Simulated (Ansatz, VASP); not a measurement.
# One calculation of Mg3CdS4, two programs

```
Mg Cd S
1.0
     3.76226    0.00000    0.00000
     0.00000    3.76226    0.00000
     0.00000    0.00000   10.59723
Mg Cd S
3 1 4
Direct
  0.00000 0.00000 0.75397
  0.50000 0.50000 0.00000
  0.00000 0.00000 0.24603
  0.50000 0.50000 0.50000
  0.00000 0.00000 0.00000
  0.50000 0.50000 0.24302
  0.00000 0.00000 0.50000
  0.50000 0.50000 0.75698
```

Alike in both runs: functional PBE; k mesh 4 × 4 × 2; occupations gaussian, width 0.1 eV; no spin polarisation.

Ansatz relaxed the structure, and its values are those at the end. VASP's run is a single point on that final structure, the one shown.

```csv
,VASP,Ansatz
version,VASP 6.6.1,Ansatz 0.2.0
potentials or method,"VASP PAW PBE potentials, release 64 (Mg, Cd, S)","scalar-relativistic, plane waves, PAW"
plane-wave cutoff (eV),520,420
valence electrons in the cell,42,74
```

```tsv
	VASP	Ansatz	Ansatz less VASP
gap on the k mesh at the Fermi level (eV)	1.06	1.07	+0.007
least direct gap on the mesh (eV)	1.81	1.82	+0.016
pressure (GPa)	-0.1	0.0	+0.07
rms of the force components (eV/Å)	0.006	0.010	+0.0042
```

The functional is the same, so the differences come from potentials, cutoffs and numerics. The two sets of potentials don't hold the same shells in valence.

A k mesh can miss the band edges.
